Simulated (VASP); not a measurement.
Calculation: AM05 GGA, VASP's PBE PAW potentials (set 64) (plane waves; VASP).

VASP ran on this input.

### INCAR
```
ALGO=Normal
EDIFF=1E-7
EDIFFG=-0.01
ENCUT=520
GGA=AM
IBRION=2
ISIF=4
ISMEAR=0
LASPH=.TRUE.
LCHARG=.FALSE.
LMAXMIX=6
LREAL=.FALSE.
LWAVE=.FALSE.
NELM=100
NSW=30
PREC=Accurate
SIGMA=0.05
SYSTEM=PtS2
```

### POSCAR
```
PtS2
1
    1.8027881942    -3.1225208194     0.0000000000
    1.8027881942     3.1225208194     0.0000000000
    0.0000000000     0.0000000000     6.7268209500
Pt S
1 2
Direct
  0.0000000000   0.0000000000   0.0000000000
  0.3333330000   0.6666670000   0.1831235782
  0.6666670000   0.3333330000   0.8168764218
```

File KPOINTS:
```
Automatic mesh
0
Gamma
7 7 4
0 0 0
```

POTCAR, in this order: Pt S (PBE.64 set). Program: vasp_std.

Output of the run:

### OUTCAR
```
 ion  position               nearest neighbor table
   1  0.000  0.000  0.000-   2 2.42   3 2.42   3 2.42   2 2.42   3 2.42   2 2.42
   2  0.333  0.667  0.183-   1 2.42   1 2.42   1 2.42
   3  0.667  0.333  0.817-   1 2.42   1 2.42   1 2.42
  LATTYP: Found a hexagonal cell.
 ALAT       =     3.6055764505
 C/A-ratio  =     1.8656714238
 Subroutine PRICEL returns:
 Original cell was already a primitive cell.
 Subroutine GETGRP returns: Found 12 space group operations
The static configuration has the point symmetry D_3d.
The dynamic configuration has the point symmetry D_3d.
 Subroutine INISYM returns: Found 12 space group operations
 Subroutine IBZKPT returns following result:
 Found     28 irreducible k-points:

 Following reciprocal coordinates:
            Coordinates               Weight
  0.000000  0.000000  0.000000      1.000000
  0.142857 -0.000000  0.000000      6.000000
  0.285714  0.000000  0.000000      6.000000
  0.428571 -0.000000  0.000000      6.000000
  0.142857  0.142857  0.000000      6.000000
  0.285714  0.142857  0.000000     12.000000
  0.428571  0.142857  0.000000      6.000000
...
```

OSZICAR:
```
       N       E                     dE             d eps       ncg     rms          rms(c)
DAV:   1     0.125658882319E+03    0.12566E+03   -0.10010E+04   840   0.126E+03
DAV:   2    -0.105406765393E+02   -0.13620E+03   -0.13325E+03  1071   0.240E+02
DAV:   3    -0.173732082955E+02   -0.68325E+01   -0.67914E+01  1092   0.593E+01
DAV:   4    -0.174758515514E+02   -0.10264E+00   -0.10262E+00  1066   0.776E+00
DAV:   5    -0.174785450087E+02   -0.26935E-02   -0.26933E-02  1185   0.120E+00    0.167E+01
DAV:   6    -0.164599124660E+02    0.10186E+01   -0.73634E+00   903   0.279E+01    0.108E+01
DAV:   7    -0.162099763313E+02    0.24994E+00   -0.13869E+00   910   0.131E+01    0.502E+00
DAV:   8    -0.161850942825E+02    0.24882E-01   -0.11203E-01  1015   0.244E+00    0.110E+00
DAV:   9    -0.161794971823E+02    0.55971E-02   -0.15372E-02  1022   0.139E+00    0.289E-01
DAV:  10    -0.161798069489E+02   -0.30977E-03   -0.31042E-03  1043   0.391E-01    0.978E-02
DAV:  11    -0.161798513111E+02   -0.44362E-04   -0.10107E-04  1099   0.973E-02    0.491E-02
DAV:  12    -0.161798674449E+02   -0.16134E-04   -0.23137E-05   952   0.397E-02    0.181E-02
DAV:  13    -0.161798707633E+02   -0.33184E-05   -0.75718E-06  1121   0.220E-02    0.482E-03
DAV:  14    -0.161798715753E+02   -0.81198E-06   -0.87602E-07   987   0.709E-03    0.213E-03
DAV:  15    -0.161798715983E+02   -0.23012E-07   -0.66083E-08   911   0.195E-03
   1 F= -.16179872E+02 E0= -.16179872E+02  d E =-.161799E+02
       N       E                     dE             d eps       ncg     rms          rms(c)
DAV:   1    -0.162371867489E+02   -0.57315E-01   -0.53197E+00   840   0.144E+01    0.213E+00
DAV:   2    -0.162422047372E+02   -0.50180E-02   -0.23984E-01  1043   0.383E+00    0.764E-01
DAV:   3    -0.162372444115E+02    0.49603E-02   -0.78917E-03  1228   0.778E-01    0.408E-01
DAV:   4    -0.162351660091E+02    0.20784E-02   -0.96000E-03  1057   0.603E-01    0.155E-01
DAV:   5    -0.162352550321E+02   -0.89023E-04   -0.10061E-03   980   0.230E-01    0.654E-02
DAV:   6    -0.162352760700E+02   -0.21038E-04   -0.11068E-04   966   0.677E-02    0.297E-02
DAV:   7    -0.162353079844E+02   -0.31914E-04   -0.35137E-05  1022   0.417E-02    0.685E-03
DAV:   8    -0.162353152693E+02   -0.72848E-05   -0.10192E-05  1057   0.217E-02    0.937E-03
DAV:   9    -0.162353177816E+02   -0.25124E-05   -0.31278E-06   994   0.131E-02    0.249E-03
DAV:  10    -0.162353180556E+02   -0.27401E-06   -0.41150E-07  1095   0.536E-03    0.147E-03
DAV:  11    -0.162353181093E+02   -0.53639E-07   -0.68300E-08   849   0.208E-03
   2 F= -.16235318E+02 E0= -.16235318E+02  d E =-.554465E-01
       N       E                     dE             d eps       ncg     rms          rms(c)
DAV:   1    -0.162580837658E+02   -0.22766E-01   -0.51503E+00   840   0.141E+01    0.216E+00
DAV:   2    -0.162625310797E+02   -0.44473E-02   -0.23184E-01  1029   0.377E+00    0.788E-01
DAV:   3    -0.162576479621E+02    0.48831E-02   -0.78462E-03  1243   0.764E-01    0.418E-01
DAV:   4    -0.162556480805E+02    0.19999E-02   -0.93718E-03  1057   0.594E-01    0.147E-01
DAV:   5    -0.162557369614E+02   -0.88881E-04   -0.99338E-04   994   0.226E-01    0.663E-02
DAV:   6    -0.162557566317E+02   -0.19670E-04   -0.10307E-04   952   0.656E-02    0.302E-02
DAV:   7    -0.162557906924E+02   -0.34061E-04   -0.36866E-05   994   0.429E-02    0.733E-03
DAV:   8    -0.162557991011E+02   -0.84088E-05   -0.11273E-05  1043   0.241E-02    0.994E-03
DAV:   9    -0.162558016077E+02   -0.25065E-05   -0.28792E-06   994   0.124E-02    0.395E-03
DAV:  10    -0.162558021221E+02   -0.51438E-06   -0.57711E-07  1064   0.562E-03    0.121E-03
DAV:  11    -0.162558021730E+02   -0.50957E-07   -0.55106E-08   842   0.176E-03
   3 F= -.16255802E+02 E0= -.16255802E+02  d E =-.759306E-01
       N       E                     dE             d eps       ncg     rms          rms(c)
DAV:   1    -0.162559068644E+02   -0.10474E-03   -0.27478E-02   840   0.102E+00    0.143E-01
DAV:   2    -0.162559218973E+02   -0.15033E-04   -0.12235E-03  1029   0.276E-01    0.572E-02
DAV:   3    -0.162558949581E+02    0.26939E-04   -0.47525E-05  1228   0.583E-02    0.313E-02
DAV:   4    -0.162558861643E+02    0.87938E-05   -0.42999E-05  1064   0.406E-02    0.916E-03
DAV:   5    -0.162558864856E+02   -0.32131E-06   -0.48358E-06   987   0.157E-02    0.543E-03
DAV:   6    -0.162558865560E+02   -0.70342E-07   -0.51494E-07   953   0.464E-03
   4 F= -.16255887E+02 E0= -.16255887E+02  d E =-.760150E-01
       N       E                     dE             d eps       ncg     rms          rms(c)
DAV:   1    -0.162767649130E+02   -0.20878E-01   -0.69487E-01   868   0.602E+00    0.866E-01
DAV:   2    -0.162636364180E+02    0.13128E-01   -0.37177E-02   973   0.171E+00    0.391E-01
DAV:   3    -0.162610973348E+02    0.25391E-02   -0.57725E-03  1043   0.614E-01    0.179E-01
DAV:   4    -0.162601336855E+02    0.96365E-03   -0.23007E-03  1113   0.311E-01    0.985E-02
DAV:   5    -0.162601129654E+02    0.20720E-04   -0.24650E-04   994   0.106E-01    0.307E-02
DAV:   6    -0.162601370730E+02   -0.24108E-04   -0.29915E-05   889   0.433E-02    0.141E-02
DAV:   7    -0.162601520641E+02   -0.14991E-04   -0.14429E-05   945   0.283E-02    0.780E-03
DAV:   8    -0.162601579898E+02   -0.59257E-05   -0.44984E-06  1057   0.158E-02    0.311E-03
DAV:   9    -0.162601591857E+02   -0.11958E-05   -0.11196E-06  1015   0.748E-03    0.110E-03
DAV:  10    -0.162601592980E+02   -0.11237E-06   -0.99234E-08   886   0.245E-03    0.763E-04
DAV:  11    -0.162601593089E+02   -0.10840E-07   -0.83005E-09   742   0.864E-04
   5 F= -.16260159E+02 E0= -.16260159E+02  d E =-.427275E-02
       N       E                     dE             d eps       ncg     rms          rms(c)
DAV:   1    -0.162683696333E+02   -0.82103E-02   -0.31151E-01   868   0.403E+00    0.574E-01
DAV:   2    -0.162625292890E+02    0.58403E-02   -0.16593E-02   966   0.114E+00    0.260E-01
DAV:   3    -0.162613983220E+02    0.11310E-02   -0.25822E-03  1043   0.410E-01    0.119E-01
DAV:   4    -0.162609687796E+02    0.42954E-03   -0.10175E-03  1120   0.207E-01    0.653E-02
DAV:   5    -0.162609584502E+02    0.10329E-04   -0.11024E-04  1008   0.710E-02    0.203E-02
DAV:   6    -0.162609688649E+02   -0.10415E-04   -0.13066E-05   882   0.290E-02    0.946E-03
DAV:   7    -0.162609754805E+02   -0.66156E-05   -0.66021E-06   931   0.191E-02    0.519E-03
DAV:   8    -0.162609781479E+02   -0.26674E-05   -0.20399E-06  1050   0.105E-02    0.213E-03
DAV:   9    -0.162609786731E+02   -0.52516E-06   -0.48768E-07  1028   0.493E-03    0.736E-04
DAV:  10    -0.162609787260E+02   -0.52974E-07   -0.45421E-08   835   0.165E-03
   6 F= -.16260979E+02 E0= -.16260979E+02  d E =-.509217E-02
```

OUTCAR:
```
------------------------ aborting loop because EDIFF is reached ----------------------------------------
  FORCE on cell =-STRESS in cart. coord.  units (eV):
  Direction    XX          YY          ZZ          XY          YZ          ZX
  --------------------------------------------------------------------------------------
  Total        0.0513479      0.0513479      0.0443450     -0.0000000      0.0000000     -0.0000000
  in kB        1.0862830      1.0862830      0.9381343     -0.0000000      0.0000000     -0.0000000
  external PRESSURE =       1.0369001 kB  Pullay stress =       0.0000000 kB
  volume of cell :       75.73
      direct lattice vectors                 reciprocal lattice vectors
     1.766807253 -3.060199983 -0.000000000     0.282996348 -0.163388015 -0.000000000
     1.766807253  3.060199983  0.000000000     0.282996348  0.163388015 -0.000000000
     0.000000000  0.000000000  7.003593555    -0.000000000 -0.000000000  0.142783843
 POSITION                                       TOTAL-FORCE (eV/Angst)
 -----------------------------------------------------------------------------------
      0.00000     -0.00000     -0.00000        -0.000000     -0.000000      0.000000
      1.76681      1.02007      1.20870        -0.000000      0.000000      0.007833
      1.76681     -1.02007      5.79489         0.000000      0.000000     -0.007833
 -----------------------------------------------------------------------------------
    total drift:                                0.000000      0.000000      0.000000
  FREE ENERGIE OF THE ION-ELECTRON SYSTEM (eV)
  ---------------------------------------------------
  free  energy   TOTEN  =       -16.2609787260 eV

  energy  without entropy=      -16.2609787260  energy(sigma->0) =      -16.26097873

 reached required accuracy - stopping structural energy minimisation
```
(Selected blocks of OUTCAR.)

File CONTCAR:
```
PtS2
   1.00000000000000
     1.7668072527902248   -3.0601999829392175   -0.0000000000000000
     1.7668072527902248    3.0601999829392175    0.0000000000000000
     0.0000000000000000    0.0000000000000000    7.0035935549637722
  Pt              S
     1     2
Direct
     0.0000000000000000    0.0000000000000000    0.0000000000000000
     0.3333330000000032    0.6666669999999968    0.1725834736609139
     0.6666669999999968    0.3333330000000032    0.8274165263390860
```

Without a dispersion term in the relaxation, distances and binding between the weakly bound layers, chains or molecules are unreliable, and so is what depends on them.

The compound is PtS2 in the 1T layered structure. This cell is one point of a volume scan, at 1.06 of the reference volume. Symmetry was kept, so distortions that lower it aren't found.
